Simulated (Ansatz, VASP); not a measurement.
# Cross-check of Ti11Ga10O37 (amorphous 31Ga2O3-69TiO2 (mol %)) between VASP and Ansatz

Aim: how closely do two programs agree when they are given the same cell, functional and k mesh? Of the first pair: The structure shown is the start of the Ansatz relaxation below; VASP solves that cell, so the two are compared at the walk's first step.

Program: Ansatz 0.2.0. Level of theory: plane waves, with VASP 6.6.1 beside it; single point at RPBE. Results are calculated unless marked as measured.

**1. Set-up**

The cell holds 116 atoms: 20 Ga, 22 Ti and 74 O. Cell: a = 11.051 Å, b = 11.051 Å, c = 11.051 Å, α = 90.0°, β = 90.0°, γ = 90.0°. As first built, before any earlier steps moved the atoms (in the runner's words): 116 atoms (20 Fe, 22 Ti, 74 O) placed at random at 3.92 g/cm^3, melted at 5000 K for 10 ps at fixed volume with the Morse and Coulomb pair potential with partial charges (Pedone, Malavasi, Menziani, Cormack and Segre, J. Phys. Chem. B 110, 11780 (2006)). Quenched from 5000 K to 300 K at 20 K/ps and fixed volume, held 10 ps at zero pressure, then minimised at fixed cell. Then Fe was replaced by Ga and the cell scaled by 1.006 (the potential has no terms for the new elements, so the cell is a start for a DFT relaxation). The cell carries charge +1.

**2. Ansatz: relaxation, RPBE**

Ansatz runs on its PAW soft_1 files.

The two programs are compared at the cell with which this relaxation starts, whose forces are those of its first step.

input.yaml reads:

```yaml
crystal:
  lattice:
    - [11.05068, 0.0, 0.0]
    - [0.0, 11.05068, 0.0]
    - [0.0, 0.0, 11.05068]
  atoms:
    - { symbol: Ga, position: [0.62212, 0.39939, 0.74685] }
    - { symbol: Ga, position: [0.11361, 0.95081, 0.52972] }
    - { symbol: Ga, position: [0.30645, 0.43801, 0.36464] }
    - { symbol: Ga, position: [0.41981, 0.89306, 0.16314] }
    - { symbol: Ga, position: [0.35411, 0.52691, 0.65811] }
    - { symbol: Ga, position: [0.87389, 0.53633, 0.61675] }
    - { symbol: Ga, position: [0.70179, 0.50574, 0.03339] }
    - { symbol: Ga, position: [0.60407, 0.17579, 0.90064] }
    - { symbol: Ga, position: [0.91748, 0.775, 0.4327] }
    - { symbol: Ga, position: [0.88906, 0.34634, 0.13114] }
    - { symbol: Ga, position: [0.16455, 0.80114, 0.00419] }
    - { symbol: Ga, position: [0.56796, 0.06322, 0.64082] }
    - { symbol: Ga, position: [0.57587, 0.59766, 0.51838] }
    - { symbol: Ga, position: [0.09761, 0.56483, 0.48356] }
    - { symbol: Ga, position: [0.95807, 0.58789, 0.9232] }
    - { symbol: Ga, position: [0.35329, 0.24166, 0.78238] }
    - { symbol: Ga, position: [0.64507, 0.90531, 0.94545] }
    - { symbol: Ga, position: [0.09459, 0.31618, 0.67196] }
    - { symbol: Ga, position: [0.90431, 0.2985, 0.87523] }
    - { symbol: Ga, position: [0.7929, 0.51283, 0.33595] }
    - { symbol: Ti, position: [0.0137, 0.30271, 0.39571] }
    - { symbol: Ti, position: [0.80097, 0.22734, 0.63152] }
    - { symbol: Ti, position: [0.8689, 0.03085, 0.03265] }
    - { symbol: Ti, position: [0.6505, 0.19754, 0.17208] }
    - { symbol: Ti, position: [0.21517, 0.76095, 0.2906] }
    - { symbol: Ti, position: [0.3806, 0.9663, 0.87222] }
    - { symbol: Ti, position: [0.10254, 0.50843, 0.17237] }
    - { symbol: Ti, position: [0.28437, 0.17231, 0.53611] }
    - { symbol: Ti, position: [0.87667, 0.06911, 0.36078] }
    - { symbol: Ti, position: [0.85429, 0.93125, 0.70521] }
[... 80 atom lines left out ...]
    - { symbol: O, position: [0.78717, 0.88059, 0.06101] }
    - { symbol: O, position: [0.90509, 0.20782, 0.02505] }
    - { symbol: O, position: [0.13479, 0.25282, 0.51002] }
    - { symbol: O, position: [0.69055, 0.07669, 0.00927] }
    - { symbol: O, position: [0.04767, 0.7401, 0.87311] }
    - { symbol: O, position: [0.68135, 0.64387, 0.6471] }
total_charge: 1
kpoints:
  mp_grid: { grid: [1, 1, 1] }
hamiltonian:
  xc: rpbe
  pseudopotentials: { kind: paw, azcp: { folder: soft_1 } }
scf:
  occupations: { method: fermi_dirac, width: 0.01 }
  lower_state_search: "off"
output:
  forces: true
magnetization:
  spin_polarized: true
  initial_magnetization: 1
relax:
  f_tol: 0.05
  max_steps: 90
```

Command:

```sh
> ansatz run input.yaml --threads 4 --pin off --max-ram 8192MiB --backend cpu --events-out ev --progress --plain --runs-dir out
```

Numbers of over 12 decimals in the logs are rounded to 6 here.

What it wrote:

```text
Engine: ansatz 0.2.0, aarch64-unknown-linux-gnu
Pseudopotentials: kind: paw
Pseudopotential: Ga, paw, valence charge 13, recommended cutoff 420 eV (normal), soft_1/Ga.paw.azcp
Pseudopotential: Ti, paw, valence charge 12, recommended cutoff 420 eV (normal), soft_1/Ti.paw.azcp
Pseudopotential: O, paw, valence charge 6, recommended cutoff 420 eV (normal), soft_1/O.paw.azcp
Functional definition: RPBE
  parameter kappa = 0.804
  parameter beta = 0.066725
  exchange = rpbe_x(kappa = kappa, mu = beta*pi^2/3)
  correlation = pbe_c(beta = beta)
Crystal: 116 atoms, lattice volume = 1349.482 Å³
Basis set: ecut = 420 eV, 26193 PW (Γ), exchange–correlation on 150×150×150 points (8 copies of the dense FFT grid, shifted against one another)
Bands: 600, of which v1, the nominal top of the filled ones, is band 484 counted from 1 (483 counted from 0)
Symmetry: 1 space group operations
Space group: P1 (ITA 1), of the structure as read, at distance tolerance 1.1e-4 Å
Magnetic group: BNS 1.1 (UNI 1), of the structure as read, at distance tolerance 1.1e-4 Å
k-points: 1
Non-local potential: Ga, projectors of the file, l = 0: 2, l = 1: 2, l = 2: 3, l = 3: 1
Non-local potential: Ti, projectors of the file, l = 0: 3, l = 1: 2, l = 2: 3, l = 3: 1
Non-local potential: O, projectors of the file, l = 0: 2, l = 1: 2, l = 2: 1
PAW form: soft (Blöchl's): semilocal exchange-correlation on the pseudo side does not see the compensation charge
PAW frozen core: Ga, regenerated for the run's functional, and the local potential with it (the file was generated under x = pbe(κ = 0.804, μ = 0.219515), c = pbe(β = 0.066725))
PAW frozen core: Ti, regenerated for the run's functional, and the local potential with it (the file was generated under x = pbe(κ = 0.804, μ = 0.219515), c = pbe(β = 0.066725))
PAW frozen core: O, regenerated for the run's functional, and the local potential with it (the file was generated under x = pbe(κ = 0.804, μ = 0.219515), c = pbe(β = 0.066725))
PAW one-centre angular grid: Ga, 590 points (default); XC on 64 Gauss nodes
PAW one-centre angular grid: Ti, 590 points (default); XC on 64 Gauss nodes
PAW one-centre angular grid: O, 110 points (default); XC on 64 Gauss nodes
Initial density: superposition of atomic densities (chi_scale 0.1, normalization cell, long waves kept (reshape's long-wave potential 0.25 eV rms))
Starting moments: Σ|m| = 1 μB on 116 of 116 sites
Initial wavefunctions: pseudopotential atomic-orbital guess
Functional: x = rpbe, c = pbe(β = 0.066725)
SCF iter   1: F=—  HF=-173100.225887 eV  |F-HF|=—  |Δ(HF+E_count)|=         —  Δρ=4.81e-2 (↑4.68e-2 ↓4.81e-2)  dr2=8.59e1  dr2_m=2.37e-1  M=1.000 μB ∫|m|=1.067 μB  β_m=1.00  ethr=3.10e-3  ⟨swp⟩=5.0  Hψ=3701  notcnv=0  defer=94
preconditioner: auto → Resta (q_TF=auto, 2.581 Å⁻¹)  ε∞=6.2  [insulator: Δε(μ)=0.110 eV  Ē_g=12.521 eV  σ=0.010 eV  W_gap=0.99  n_scr=388 (ndim 8)  ℏωp=28.4 eV  f_vac=0.019  D(μ)=0.83/eV (n_scr^D=0)  ε∞_Penn≈6.2]
spin=Collinear: Resta preconditioning applied to the charge; magnetization (m = ρ↑ − ρ↓) channel mixes plain (no charge-response kernel on spin).
SCF iter   2: F=—  HF=-173087.512706 eV  |F-HF|=—  |Δ(HF+E_count)|=         —  Δρ=3.26e-2 (↑3.17e-2 ↓3.26e-2)  dr2=3.96e1  dr2_m=1.49e-1  M=0.456 μB ∫|m|=0.664 μB  β_m=0.30  ethr=3.10e-3  ⟨swp⟩=3.0  Hψ=2174  notcnv=0  defer=212
Mixer restart at iter 2: flushing history
preconditioner: auto → Kerker (q_TF=auto, 2.581 Å⁻¹)  [metal: Δε(μ)=0.013 eV  Ē_g=12.491 eV  σ=0.010 eV  W_gap=0.29  n_scr=388 (ndim 8)  ℏωp=28.4 eV  f_vac=0.021  D(μ)=63.66/eV (n_scr^D=586)]
spin=Collinear: Kerker preconditioning applied to the charge; magnetization (m = ρ↑ − ρ↓) channel mixes plain (no charge-response kernel on spin).
SCF iter   3: F=—  HF=-173083.275197 eV  |F-HF|=—  |Δ(HF+E_count)|=    4.24e0  Δρ=2.36e-2 (↑2.33e-2 ↓2.36e-2)  dr2=2.37e1  dr2_m=4.87e-2  M=0.994 μB ∫|m|=1.141 μB  β_m=0.30  ethr=3.10e-3  ⟨swp⟩=1.0  Hψ=988  notcnv=0  defer=212
SCF iter   4: F=—  HF=-173079.019636 eV  |F-HF|=—  |Δ(HF+E_count)|=    4.26e0  Δρ=1.41e-2 (↑9.57e-3 ↓1.41e-2)  dr2=8.59e0  dr2_m=1.86e-1  M=0.609 μB ∫|m|=0.833 μB  β_m=0.30  ethr=2.45e-3  ⟨swp⟩=2.0  Hψ=1452  notcnv=0  defer=212
SCF iter   5: F=—  HF=-173078.415527 eV  |F-HF|=—  |Δ(HF+E_count)|=   6.04e-1  Δρ=8.90e-3 (↑6.48e-3 ↓8.90e-3)  dr2=3.77e0  dr2_m=7.32e-2  M=0.320 μB ∫|m|=0.546 μB  β_m=0.30  ethr=8.89e-4  ⟨swp⟩=2.0  Hψ=1400  notcnv=0  defer=212
SCF iter   6: F=—  HF=-173078.476904 eV  |F-HF|=—  |Δ(HF+E_count)|=   6.14e-2  Δρ=6.85e-3 (↑5.16e-3 ↓6.85e-3)  dr2=2.74e0  dr2_m=4.47e-2  M=0.702 μB ∫|m|=0.858 μB  β_m=0.30  ethr=3.90e-4  ⟨swp⟩=2.0  Hψ=990  notcnv=0  defer=212
SCF iter   7: F=—  HF=-173078.649107 eV  |F-HF|=—  |Δ(HF+E_count)|=   1.72e-1  Δρ=4.83e-3 (↑4.05e-3 ↓4.83e-3)  dr2=1.65e0  dr2_m=2.01e-2  M=0.912 μB ∫|m|=1.041 μB  β_m=0.30  ethr=2.83e-4  ⟨swp⟩=2.0  Hψ=1008  notcnv=0  defer=212
[...]
- { symbol: Ga, position: [0.893256, 0.356887, 0.132379] }
    - { symbol: Ga, position: [0.154300, 0.810142, 0.000559622] }
    - { symbol: Ga, position: [0.565418, 0.063543, 0.644117] }
    - { symbol: Ga, position: [0.579545, 0.601970, 0.521453] }
    - { symbol: Ga, position: [0.094096, 0.557994, 0.472671] }
    - { symbol: Ga, position: [0.967541, 0.568062, 0.904409] }
    - { symbol: Ga, position: [0.343898, 0.236007, 0.787903] }
    - { symbol: Ga, position: [0.647411, 0.909210, 0.943794] }
    - { symbol: Ga, position: [0.094765, 0.324662, 0.675161] }
    - { symbol: Ga, position: [0.881115, 0.276583, 0.884917] }
    - { symbol: Ga, position: [0.798759, 0.513742, 0.338076] }
    - { symbol: Ti, position: [0.013592, 0.298589, 0.396246] }
    - { symbol: Ti, position: [0.799151, 0.225729, 0.631254] }
    - { symbol: Ti, position: [0.865920, 0.025301, 0.038409] }
    - { symbol: Ti, position: [0.656237, 0.201278, 0.168296] }
    - { symbol: Ti, position: [0.212216, 0.759424, 0.289380] }
    - { symbol: Ti, position: [0.372292, 0.950570, 0.878922] }
    - { symbol: Ti, position: [0.105858, 0.505400, 0.167283] }
    - { symbol: Ti, position: [0.287684, 0.177384, 0.534616] }
    - { symbol: Ti, position: [0.875610, 0.065690, 0.361983] }
    - { symbol: Ti, position: [0.856855, 0.933676, 0.706580] }
    - { symbol: Ti, position: [0.607512, 0.892051, 0.390784] }
    - { symbol: Ti, position: [0.137848, 0.722030, 0.719251] }
    - { symbol: Ti, position: [0.086075, 0.161757, 0.112339] }
    - { symbol: Ti, position: [0.546685, 0.608329, 0.244189] }
    - { symbol: Ti, position: [0.373341, 0.832675, 0.565357] }
    - { symbol: Ti, position: [0.878474, 0.735099, 0.133681] }
    - { symbol: Ti, position: [0.223648, 0.473880, 0.875226] }
    - { symbol: Ti, position: [0.555567, 0.330709, 0.450669] }
    - { symbol: Ti, position: [0.347808, 0.258867, 0.083184] }
    - { symbol: Ti, position: [0.087993, 0.065986, 0.823705] }
    - { symbol: Ti, position: [0.715912, 0.672692, 0.801251] }
    - { symbol: Ti, position: [0.456003, 0.675927, 0.994810] }
    - { symbol: O, position: [0.994982, 0.946216, 0.406179] }
    - { symbol: O, position: [0.099065, 0.176157, 0.942864] }
    - { symbol: O, position: [0.650191, 0.516977, 0.859832] }
    - { symbol: O, position: [0.247261, 0.875328, 0.165868] }
    - { symbol: O, position: [0.432238, 0.681284, 0.585030] }
    - { symbol: O, position: [0.465565, 0.505469, 0.343005] }
    - { symbol: O, position: [0.320553, 0.372563, 0.191266] }
    - { symbol: O, position: [0.183195, 0.942267, 0.887988] }
    - { symbol: O, position: [0.665393, 0.466557, 0.439344] }
    - { symbol: O, position: [0.481950, 0.932179, 0.015405] }
    - { symbol: O, position: [0.328650, 0.802445, 0.393193] }
    - { symbol: O, position: [0.558361, 0.021207, 0.813482] }
    - { symbol: O, position: [0.750669, 0.057237, 0.658218] }
    - { symbol: O, position: [0.409668, 0.145976, 0.644963] }
    - { symbol: O, position: [0.582913, 0.742503, 0.912388] }
    - { symbol: O, position: [0.512369, 0.210247, 0.074796] }
    - { symbol: O, position: [0.766685, 0.393988, 0.645481] }
    - { symbol: O, position: [0.023099, 0.170314, 0.298488] }
    - { symbol: O, position: [0.462988, 0.732784, 0.164898] }
    - { symbol: O, position: [0.873945, 0.365608, 0.306983] }
    - { symbol: O, position: [0.817403, 0.644491, 0.992119] }
    - { symbol: O, position: [0.253942, 0.031933, 0.474596] }
    - { symbol: O, position: [0.714265, 0.348039, 0.112031] }
    - { symbol: O, position: [0.380207, 0.888308, 0.726483] }
[...]
- { symbol: O, position: [0.246862, 0.141918, 0.143955] }
    - { symbol: O, position: [0.318231, 0.770735, 0.957548] }
    - { symbol: O, position: [0.789041, 0.873856, 0.061347] }
    - { symbol: O, position: [0.896933, 0.203353, 0.039837] }
    - { symbol: O, position: [0.135443, 0.251224, 0.511887] }
    - { symbol: O, position: [0.689959, 0.076337, 0.00932599] }
    - { symbol: O, position: [0.056890, 0.729957, 0.865964] }
    - { symbol: O, position: [0.673603, 0.658619, 0.648717] }
```

The column dr2 measures how far the density is from self-consistency, as an energy; F and HF (Harris–Foulkes) agree once it is small.

**3. VASP: single point, RPBE, start cell, pair 1**

The same cell, functional, mesh and smearing now go to VASP, with its own data sets.

Lines of VASP's logs that name or quote its potential files are left out, and so is its time.

INCAR reads:

```
SYSTEM = Ti11Ga10O37
PREC = Accurate
ENCUT = 520
EDIFF = 1E-06
NELM = 200
ISMEAR = -1
SIGMA = 0.01
LREAL = Auto
ALGO = Normal
GGA = RP
NELECT = 967
NBANDS = 576
ISPIN = 2
MAGMOM = 0 -0 0 -0 -0 -0 0 -0 0 0 -0 -0 0 0 -0 -0 -0 -0 0 0 -0 -0 -0 -0 -0 -0 -0 0 -0 -0 -0 0 -0 0 -0 -0 -0.02 0 -0 0 -0 -0.03 0 0.01 0 0.01 0 0 0 0 0 0.02 0 0 0 0 0 0 0 0 0 0 0 0 0 0.01 0.09 0 0 0 0 0 0 0 0 -0 0 0.01 0.51 0 0 0 0 0.01 -0 0 -0 0 0 0 0 0 0 0 0 -0 0.08 -0 0 0 0 0.05 0 0 0 0 0 0.02 0 0.09 0 0 0 0 0.01 0
LASPH = .TRUE.
LMAXMIX = 4
LORBIT = 11
LWAVE = .FALSE.
LCHARG = .FALSE.
ISIF = 2
GGA_COMPAT = .FALSE.
NCORE = 4
```

POSCAR reads:

```
Ti11Ga10O37
1.0
   11.0506800000      0.0000000000      0.0000000000
    0.0000000000     11.0506800000      0.0000000000
    0.0000000000      0.0000000000     11.0506800000
Ga Ti O
20 22 74
Direct
    0.6221155621      0.3993871870      0.7468499676
    0.1136129179      0.9508102669      0.5297230578
    0.3064517297      0.4380092447      0.3646381942
    0.4198112695      0.8930581647      0.1631392819
    0.3541139550      0.5269087513      0.6581133469
    0.8738919234      0.5363289861      0.6167493765
    0.7017939168      0.5057426330      0.0333916103
    0.6040714237      0.1757900871      0.9006414085
    0.9174820011      0.7750020813      0.4326973544
    0.8890584109      0.3463406777      0.1311412510
    0.1645509598      0.8011362197      0.0041897874
    0.5679559991      0.0632178291      0.6408202934
    0.5758740639      0.5976555289      0.5183843890
    0.0976139025      0.5648340193      0.4835630025
    0.9580677388      0.5878914239      0.9232011062
    0.3532904762      0.2416593368      0.7823771931
    0.6450734253      0.9053108044      0.9454531305
    0.0945914641      0.3161796378      0.6719586487
    0.9043063413      0.2984974680      0.8752312075
    0.7929014323      0.5128281699      0.3359521767
    0.0137005144      0.3027144031      0.3957132050
    0.8009733338      0.2273434757      0.6315176985
    0.8688967557      0.0308487803      0.0326495745
    0.6505029555      0.1975444045      0.1720799082
    0.2151722790      0.7609486475      0.2905975017
    0.3806010128      0.9663025262      0.8722178183
    0.1025366765      0.5084302504      0.1723694831
    0.2843716405      0.1723061386      0.5361118049
    0.8766700330      0.0691088693      0.3607832278
    0.8542913196      0.9312458600      0.7052054715
[... 80 atom lines left out ...]
    0.7871732780      0.8805883439      0.0610098202
    0.9050936232      0.2078243149      0.0250482323
    0.1347880854      0.2528170212      0.5100229126
    0.6905457402      0.0766921131      0.0092663981
    0.0476712745      0.7400992518      0.8731136907
    0.6813517358      0.6438698795      0.6471004499
```

KPOINTS reads:

```
Automatic mesh
0
Gamma
1 1 1
0 0 0
```

The projector-augmented-wave data sets are Ga_d, Ti_sv and O (PBE family, release 64).

Command:

```sh
> mpirun -np 16 vasp_gam
```

What it wrote:

```text
[banner, memory and clock lines left out]
running   16 mpi-ranks, on    1 nodes
[...]
|                                                                             |
|               ----> ADVICE to this user running VASP <----                  |
|                                                                             |
|     You enforced a specific xc type in the INCAR file but a different       |
|     [... a line on the potential file left out ...]
|     I HOPE YOU KNOW WHAT YOU ARE DOING!                                     |
|                                                                             |

 LDA part: xc-table for (Slater+PW92), standard interpolation
 POSCAR, INCAR and KPOINTS ok, starting setup
[...]
entering main loop
       N       E                     dE             d eps       ncg     rms          rms(c)
DAV:   1     0.247194926440E+05    0.24719E+05   -0.41420E+05  2312   0.285E+03
DAV:   2     0.635202947869E+04   -0.18367E+05   -0.17586E+05  2304   0.902E+02
DAV:   3     0.455721072515E+03   -0.58963E+04   -0.54102E+04  2944   0.379E+02
DAV:   4    -0.915436138455E+03   -0.13712E+04   -0.13441E+04  3032   0.167E+02
DAV:   5    -0.105459815470E+04   -0.13916E+03   -0.13824E+03  3944   0.567E+01BRMIX: very serious problems
 the old and the new charge density differ
 old charge density:   968.00000 new  967.00001
    0.118E+02
DAV:   6    -0.829417409567E+03    0.22518E+03   -0.14463E+03  3448   0.930E+01    0.467E+01
DAV:   7    -0.832455512143E+03   -0.30381E+01   -0.31857E+02  3280   0.394E+01    0.391E+01
DAV:   8    -0.832803919917E+03   -0.34841E+00   -0.49281E+01  3568   0.143E+01    0.244E+01
DAV:   9    -0.833013109371E+03   -0.20919E+00   -0.30630E+01  3720   0.132E+01    0.163E+01
[...]
DAV:  25    -0.831848422437E+03   -0.17834E-05   -0.35628E-05  2792   0.102E-02    0.135E-02
DAV:  26    -0.831848424317E+03   -0.18805E-05   -0.53515E-06  2144   0.735E-03    0.145E-02
DAV:  27    -0.831848424307E+03    0.10536E-07   -0.55804E-06  1488   0.461E-03
   1 F= -.83184842E+03 E0= -.83184124E+03  d E =-.143641E-01  mag=     0.9997
```

Parts of OUTCAR (step 3):

```text
 magnetization (x)
# of ion       s       p       d       tot
------------------------------------------
    1       -0.001  -0.001   0.001  -0.001
    2       -0.000  -0.000   0.000  -0.000
    3       -0.000  -0.000   0.001   0.000
    4       -0.000  -0.000   0.000  -0.000
    5       -0.001  -0.001  -0.000  -0.001
    6       -0.000  -0.000   0.000  -0.001
[...]
114        0.000   0.010   0.000   0.010
  115       -0.000   0.003   0.000   0.003
  116        0.000   0.001   0.000   0.001
--------------------------------------------------
tot          0.002   0.906  -0.069   0.839
```

The run ends at a pressure of 3.53 GPa, with forces up to 0.93 eV/Å.

**4. Differences**

Known differences besides the potentials themselves: VASP starts from the moments at which Ansatz ended; the cutoff is 420 eV in Ansatz and 520 eV in VASP (PREC = Accurate, projectors in real space); Ansatz makes its cores anew for this functional, VASP keeps those of its PBE data sets. Total energies have different zeros and are not compared.

Forces on 10 of the 116 atoms, those with the largest forces and the largest differences (eV/Å; atoms numbered as in POSCAR):

```csv
atom,"Ansatz x, y, z","VASP x, y, z"
Ga5,"-0.053, -0.056, -0.356","-0.050, -0.060, -0.374"
Ti21,"0.013, 0.004, 0.015","-0.002, 0.068, 0.082"
Ti33,"0.202, 0.046, 0.366","0.166, 0.081, 0.383"
Ti37,"-0.398, -0.269, 0.073","-0.377, -0.242, 0.054"
Ti38,"-0.164, -0.324, 0.035","-0.198, -0.292, 0.059"
Ti40,"0.003, -0.262, -0.373","-0.019, -0.293, -0.427"
Ti42,"0.649, 0.227, 0.552","0.679, 0.232, 0.587"
O60,"0.007, -0.028, -0.068","0.029, -0.091, -0.135"
O75,"-0.051, 0.066, -0.042","-0.149, 0.100, -0.025"
O97,"0.276, -0.173, 0.091","0.289, -0.184, 0.100"
```

The forces differ by 27 meV/Å r.m.s., which is 24.8 % of the r.m.s. force of 0.109 eV/Å (both taken over all components). Moments aren't recorded for both runs of this pair, so they may hold unlike magnetic states. The cell carries a charge of +1 e against a uniform background, so its pressure also hangs on how the neutralising background is counted, and in a defect's cell a gap may be the spacing between its levels.

**5. Ansatz: relaxation, RPBE**

This run makes the geometry at which the two programs are then compared.

The structure compared here is the end of the Ansatz relaxation.

input.yaml is that of step 2.

Command:

```sh
> ansatz run input.yaml --threads 4 --pin off --max-ram 8192MiB --backend cpu --events-out ev --progress --plain --runs-dir out
```

What it wrote:

```text
[...]
Crystal: 116 atoms, lattice volume = 1349.482 Å³
Basis set: ecut = 420 eV, 26193 PW (Γ), exchange–correlation on 150×150×150 points (8 copies of the dense FFT grid, shifted against one another)
Bands: 600, of which v1, the nominal top of the filled ones, is band 484 counted from 1 (483 counted from 0)
Symmetry: 1 space group operations
[...]
k-points: 1
[...]
Starting moments: Σ|m| = 1 μB on 116 of 116 sites
[...]
- { symbol: O, position: [0.099065, 0.176157, 0.942864] }
    - { symbol: O, position: [0.650191, 0.516977, 0.859832] }
    - { symbol: O, position: [0.247261, 0.875328, 0.165868] }
    - { symbol: O, position: [0.432238, 0.681284, 0.585030] }
    - { symbol: O, position: [0.465565, 0.505469, 0.343005] }
    - { symbol: O, position: [0.320553, 0.372563, 0.191266] }
    - { symbol: O, position: [0.183195, 0.942267, 0.887988] }
[...]
- { symbol: O, position: [0.135443, 0.251224, 0.511887] }
    - { symbol: O, position: [0.689959, 0.076337, 0.00932599] }
    - { symbol: O, position: [0.056890, 0.729957, 0.865964] }
    - { symbol: O, position: [0.673603, 0.658619, 0.648717] }
```

(Part 1 of 2 ends here.)

[Lines on the potential files, build, host, timing and source positions are cut from VASP's logs without a mark.]

[Logs are printed without paths, hosts, clocks, repeated set-up lines and the standing remarks that a program may print on its own settings, such as how far it seeks lower states.]

[Hosts, paths, dates, database ids (printed as entryN), source tags and the programs' standing remarks are cut or masked in the printed files.]
